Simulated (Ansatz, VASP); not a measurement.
# Cross-check of Tl2S between VASP and Ansatz, part 2 of 2

Aim: how closely do two programs agree when they are given the same cell, functional and k mesh? The cell is generated by rule, not measured, and may not be a known phase. The cell is taken from a series of VASP runs on this material, whose earlier steps may have relaxed, scaled or displaced it; both programs get it as it stands.

VASP 6.6.1 and Ansatz 0.2.0.

So far. Step 2 (VASP: band structure, PBEsol): The run ends at a pressure of 52.50 GPa.

### Step 5. VASP: band structure, PBEsol, spin-orbit coupling

Level of this step: PBEsol, spin-orbit coupling; plane waves and PAW (S, Tl_d); invented cell (VASP).

With cell and atoms fixed, the geometry can't cause a difference; cores, projectors, grids and the points listed under the comparison can.

INCAR reads:

```
SYSTEM = Tl2S
PREC = Accurate
ENCUT = 400
EDIFF = 1E-06
NELM = 100
ISMEAR = 0
SIGMA = 0.02
LREAL = .FALSE.
ALGO = Normal
GGA = PS
LNONCOLLINEAR = .TRUE.
MAGMOM = 0 0 0 0 0 0 0 0 0
NBANDS = 44
GGA_COMPAT = .FALSE.
LASPH = .TRUE.
LSORBIT = .TRUE.
LORBIT = 11
LWAVE = .FALSE.
LCHARG = .FALSE.
KPAR = 4
ISIF = 2
```

POSCAR reads:

```
Tl2S
1.0
    0.0000000000      3.0090300000      3.0090300000
    3.0090300000      0.0000000000      3.0090300000
    3.0090300000      3.0090300000      0.0000000000
S Tl
1 2
Direct
    0.0000000000      0.0000000000      0.0000000000
    0.2500000000      0.2500000000      0.2500000000
    0.7500000000      0.7500000000      0.7500000000
```

KPOINTS reads:

```
Automatic mesh
0
Gamma
8 8 8
0 0 0
```

KPOINTS_OPT reads:

```
Line mode
16
Line-mode
Reciprocal
  0.00000000   0.00000000   0.00000000 GAMMA
  0.50000000   0.00000000   0.50000000 X

  0.50000000   0.00000000   0.50000000 X
  0.50000000   0.25000000   0.75000000 W

  0.50000000   0.25000000   0.75000000 W
  0.37500000   0.37500000   0.75000000 K

  0.37500000   0.37500000   0.75000000 K
  0.00000000   0.00000000   0.00000000 GAMMA

  0.00000000   0.00000000   0.00000000 GAMMA
  0.50000000   0.50000000   0.50000000 L

  0.50000000   0.50000000   0.50000000 L
  0.62500000   0.25000000   0.62500000 U

  0.62500000   0.25000000   0.62500000 U
  0.50000000   0.25000000   0.75000000 W

  0.50000000   0.25000000   0.75000000 W
  0.50000000   0.50000000   0.50000000 L

  0.50000000   0.50000000   0.50000000 L
  0.37500000   0.37500000   0.75000000 K

  0.62500000   0.25000000   0.62500000 U
  0.50000000   0.00000000   0.50000000 X
```

The projector-augmented-wave data sets are S and Tl_d (PBE family, release 64).

Started as:

```sh
> mpirun -np 4 vasp_ncl
```

Numbers of over 12 decimals in the logs are rounded to 6 here.

The program printed:

```text
[banner, memory and clock lines left out]
running    4 mpi-ranks, on    1 nodes
[...]
[... a notice as in an earlier step ...]

 LDA part: xc-table for (Slater+PW92), standard interpolation
 POSCAR, INCAR and KPOINTS ok, starting setup
[...]
entering main loop
       N       E                     dE             d eps       ncg     rms          rms(c)
DAV:   1     0.181042871749E+03    0.18104E+03   -0.14440E+04  2552   0.115E+03
DAV:   2     0.263932265645E+00   -0.18078E+03   -0.17300E+03  2908   0.305E+02
DAV:   3    -0.740730080481E+01   -0.76712E+01   -0.74906E+01  2932   0.550E+01
DAV:   4    -0.749195565765E+01   -0.84655E-01   -0.84456E-01  2900   0.604E+00
[...]
DAV:  11    -0.708875459292E+01   -0.10172E-04   -0.88981E-05  2804   0.527E-02    0.578E-02
DAV:  12    -0.708875252984E+01    0.20631E-05   -0.12530E-05  2716   0.257E-02    0.775E-03
DAV:  13    -0.708875272539E+01   -0.19555E-06   -0.80255E-07  2020   0.563E-03
   1 F= -.70887527E+01 E0= -.70886325E+01  d E =-.240385E-03  mag=     0.0000    -0.0000    -0.0000
 Start KPOINTS_OPT (optional k-point list driver)
k-point batch [1-29\160]
       N       E                     dE             ncg
DAV:   1     0.600379475107E+04   -0.12385E+05     2552
DAV:   2     0.783996297356E+03   -0.52198E+04     2880
DAV:   3     0.580850757148E+03   -0.20315E+03     2912
DAV:   4     0.578699568564E+03   -0.21512E+01     3012
DAV:   5     0.578670628702E+03   -0.28940E-01     2844
DAV:   6     0.578670006096E+03   -0.62261E-03     2956
DAV:   7     0.578669988521E+03   -0.17574E-04     2932
DAV:   8     0.578669987945E+03   -0.57678E-06     2068
[...]
k-point batch [146-160\160]
       N       E                     dE             ncg
DAV:   1     0.147247320682E+05   -0.11104E+05     1320
DAV:   2     0.120532604732E+05   -0.26715E+04     1508
DAV:   3     0.119566314986E+05   -0.96629E+02     1520
DAV:   4     0.119556691146E+05   -0.96238E+00     1492
DAV:   5     0.119556552282E+05   -0.13886E-01     1448
DAV:   6     0.119556549339E+05   -0.29432E-03     1504
DAV:   7     0.119556549264E+05   -0.75346E-05     1484
DAV:   8     0.119556549262E+05   -0.17754E-06     1024
```

OUTCAR, selected parts (step 5):

```text
  Total       17.4292314     17.4292314     17.4292314      0.0000000     -0.0000000      0.0000000
  in kB      512.4827703    512.4827703    512.4827703      0.0000000     -0.0000000      0.0000000
  external PRESSURE =     512.4827703 kB  Pullay stress =       0.0000000 kB

 POSITION                                       TOTAL-FORCE (eV/Angst)
 -----------------------------------------------------------------------------------
      0.00000      0.00000      0.00000        -0.000000      0.000000     -0.000000
      1.50452      1.50452      1.50452        -0.000000     -0.000000     -0.000000
      4.51355      4.51355      4.51355         0.000000      0.000000      0.000000
 -----------------------------------------------------------------------------------
    total drift:                                0.000000      0.000000      0.000000

  FREE ENERGIE OF THE ION-ELECTRON SYSTEM (eV)
  ---------------------------------------------------
  free  energy   TOTEN  =        -7.0887527254 eV

  energy  without entropy=       -7.0885123402  energy(sigma->0) =       -7.08863253

 magnetization (x)
# of ion       s       p       d       tot
------------------------------------------
    1        0.000  -0.000   0.000  -0.000
    2       -0.000   0.000   0.000  -0.000
    3       -0.000   0.000   0.000  -0.000
--------------------------------------------------
tot         -0.000  -0.000   0.000  -0.000

 magnetization (y)
# of ion       s       p       d       tot
------------------------------------------
    1       -0.000   0.000   0.000  -0.000
    2        0.000   0.000   0.000   0.000
    3        0.000   0.000   0.000   0.000
--------------------------------------------------
tot         -0.000   0.000   0.000  -0.000

 magnetization (z)
# of ion       s       p       d       tot
------------------------------------------
    1       -0.000  -0.000   0.000  -0.000
    2       -0.000   0.000   0.000  -0.000
    3       -0.000   0.000   0.000  -0.000
--------------------------------------------------
tot         -0.000  -0.000   0.000  -0.000

[... 1 part as in an earlier step ...]

[... 2 further parts left out ...]
[key lines of the parts left out:]
E-fermi :  10.9887
```

The run ends at a pressure of 51.25 GPa.

### Step 6. Ansatz: band structure, PBEsol, spin-orbit coupling

The same cell, functional, mesh and smearing now go to Ansatz, which takes its cutoff from its data sets.

The cell is taken from a series of VASP runs on this material, whose earlier steps may have relaxed, scaled or displaced it; both programs get it as it stands.

input.yaml reads:

```yaml
crystal:
  lattice:
    - [0.0, 3.00903, 3.00903]
    - [3.00903, 0.0, 3.00903]
    - [3.00903, 3.00903, 0.0]
  atoms:
    - { symbol: S, position: [0.0, 0.0, 0.0] }
    - { symbol: Tl, position: [0.25, 0.25, 0.25] }
    - { symbol: Tl, position: [0.75, 0.75, 0.75] }
hamiltonian:
  xc: pbesol
  pseudopotentials: { kind: paw_fr }
magnetization:
  noncollinear: true
  spin_orbit: true
kpoints:
  mp_grid: { grid: [8, 8, 8] }
  band_path:
    path:
      - [0.0, 0.0, 0.0]
      - [0.16667, 0.0, 0.16667]
      - [0.33333, 0.0, 0.33333]
      - [0.5, 0.0, 0.5]
      - [0.5, 0.08333, 0.58333]
      - [0.5, 0.18333, 0.68333]
      - [0.5, 0.25, 0.75]
      - [0.45, 0.3, 0.75]
      - [0.40833, 0.34167, 0.75]
      - [0.35, 0.35, 0.7]
      - [0.225, 0.225, 0.45]
      - [0.075, 0.075, 0.15]
      - [0.03333, 0.03333, 0.03333]
      - [0.23333, 0.23333, 0.23333]
      - [0.4, 0.4, 0.4]
      - [0.51667, 0.46667, 0.51667]
      - [0.55833, 0.38333, 0.55833]
      - [0.60833, 0.28333, 0.60833]
      - [0.60833, 0.25, 0.64167]
      - [0.55833, 0.25, 0.69167]
      - [0.51667, 0.25, 0.73333]
      - [0.5, 0.3, 0.7]
      - [0.5, 0.38333, 0.61667]
      - [0.5, 0.48333, 0.51667]
      - [0.475, 0.475, 0.55]
      - [0.425, 0.425, 0.65]
      - [0.38333, 0.38333, 0.73333]
      - [0.59167, 0.18333, 0.59167]
      - [0.55, 0.1, 0.55]
      - [0.5, 0.0, 0.5]
    npoints: 1
scf:
  occupations: { method: gaussian, width: 0.02 }
  n_extra_bands: 14
output:
  forces: true
  stress: true
  eigenvalues: true
```

Started as:

```sh
> ansatz run input.yaml --threads 2 --pin off --max-ram 4608MiB --backend cpu --events-out ev --progress --plain --runs-dir out
```

The program printed:

```text
[...]
non-collinear run that drives no moment, with spin-orbit: no starting moment large enough to seed its density (crystal.atoms[].spin), no starting occupations that ask for one, no magnetisation constraint and no magnetic field, so the semilocal B_xc is pinned to zero
Crystal: 3 atoms, lattice volume = 54.489 Å³
[...]
k-point 1: bands = [... 28 lower, 11.7846, 11.7846, 13.6878, 13.6878, 14.7462, 14.7462, 16.0766, 16.0766, ... 10 higher]
  k-point 2: bands = [... 28 lower, 11.4076, 11.4076, 14.5439, 14.5439, 15.4571, 15.4571, 16.7525, 16.7525, ... 10 higher]
  k-point 28: bands = [... 28 lower, 14.5932, 14.5932, 14.6487, 14.6487, 15.9148, 15.9148, 16.4684, 16.4684, ... 10 higher]
[key lines of the parts left out:]
SCF converged after 6 iterations
Magnetization: |M| = 0.0000 μB,  M = (+0.0000, +0.0000, +0.0000) μB
Free energy (F): -23543.120219 eV
Fermi energy:    15.387438 eV
P = ⅓ Tr σ = 50.5637 GPa (505.637 kbar)
```

Wall time 6.5 s (2 threads of Intel Xeon Platinum 8488C (Sapphire Rapids), shared host); peak memory 0.55 GiB; 12 s of CPU time.

### Step 7. Side by side

What differs besides the data sets and the points named for the pairs above, as far as they apply: spin-orbit coupling enters by fully relativistic files in Ansatz and inside the spheres in VASP. Total energies have different zeros and are not compared.

Both answers:

```csv
quantity,Ansatz,VASP,difference
pressure (GPa),50.56,51.25,-0.68
pressure without Ansatz's Pulay correction (GPa),50.49,51.25,-0.76
```

Levels from 3 eV below to 2 eV above the Fermi level differ by 55 meV r.m.s. and 125 meV at most; each VASP level is matched to the nearest of Ansatz, which flatters the figure a little. Ansatz's pressure holds a Pulay correction of 0.07 GPa; VASP's holds none.

### Step 8. Outcome

```yaml
r_m_s_difference_of_levels_near_the_fermi_level_band_structure_pbesol: 9.6 meV
r_m_s_difference_of_levels_near_the_fermi_level_band_structure_pbesol_spin_orbit_coupling: 55 meV
difference_in_pressure_band_structure_pbesol_spin_orbit_coupling: -0.68 GPa
```

What this shows: The difference in pressure is -0.68 GPa (band structure, PBEsol, spin-orbit coupling), within the 1 GPa picked in this series as the mark of a large difference. How closely two codes agree says nothing of how well the functional describes the real material.

[Lines on the potential files, build, host, timing and source positions are cut from VASP's logs without a mark.]

[Logs are printed without paths, hosts, clocks, repeated set-up lines and the standing remarks that a program may print on its own settings, such as how far it seeks lower states.]

[Hosts, paths, dates, database ids (printed as entryN), source tags and the programs' standing remarks are cut or masked in the printed files.]
